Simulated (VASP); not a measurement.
Wanted: the native input for a VASP 6.6.1 run.

```
Task                   : single point
Functional             : RPBE
Potentials or basis    : VASP PAW PBE potentials, release 64 (Nb_sv, Cu, Mg)
Cutoff                 : 520 eV
k mesh                 : 6 × 5 × 5
Occupations            : gaussian, width 0.02 eV
Spin                   : no spin polarisation
Further INCAR settings : ALGO = Fast; EDIFF = 1e-06
```

The structure of Mg6NbCu lies in POSCAR:

```
Mg6NbCu
1.0
    4.8366060000      0.0000000000      0.0000000000
    0.0000000000      3.0262720000      5.4042555000
    0.0000000000     -3.0262720000      5.4042555000
Nb Cu Mg
1 1 6
Direct
    0.5000000000      0.6779590000      0.6779590000
    0.0000000000      0.8163000000      0.8163000000
    0.5000000000      0.1668690000      0.1668690000
    0.5000000000      0.1611890000      0.6760310000
    0.5000000000      0.6760310000      0.1611890000
    0.0000000000      0.3306190000      0.3306190000
    0.0000000000      0.3442510000      0.8267810000
    0.0000000000      0.8267810000      0.3442510000
```

The cell comes from a database or a generator and needn't be the stable form of this composition.

The input as run:

INCAR

```
SYSTEM = Mg6NbCu
  PREC = Accurate
  ENCUT = 520
  EDIFF = 1E-6
  ISMEAR = 0
  SIGMA = 0.02
  LREAL = .False.
  LASPH = .True.
  NELM = 100
  ALGO = Fast
  ISIF = 2
  LWAVE = .False.
  LCHARG = .False.
  GGA = RP
```

KPOINTS

```
Automatic mesh
0
Gamma
  6 5 5
  0 0 0
```

Potentials or basis: VASP PAW PBE potentials, release 64 (Nb_sv, Cu, Mg).

Command:

```console
$ cat potpaw_PBE.64/Nb_sv/POTCAR potpaw_PBE.64/Cu/POTCAR potpaw_PBE.64/Mg/POTCAR > POTCAR
$ mpirun -np 1 vasp_std > vasp.out
```

It gave:

```yaml
Pressure: 1.9 GPa
Largest_force: 0.087 eV/Å
Band_gap_on_the_k_mesh: none (metal or under the smearing width)
```

Caveat: the PAW data sets were made with another functional, which shifts forces and pressure a little.

It took 5.7 min on 1 thread of Intel(R) Xeon(R) Platinum 8488C (Sapphire Rapids), with other jobs on the host, peak memory 0.37 GiB.
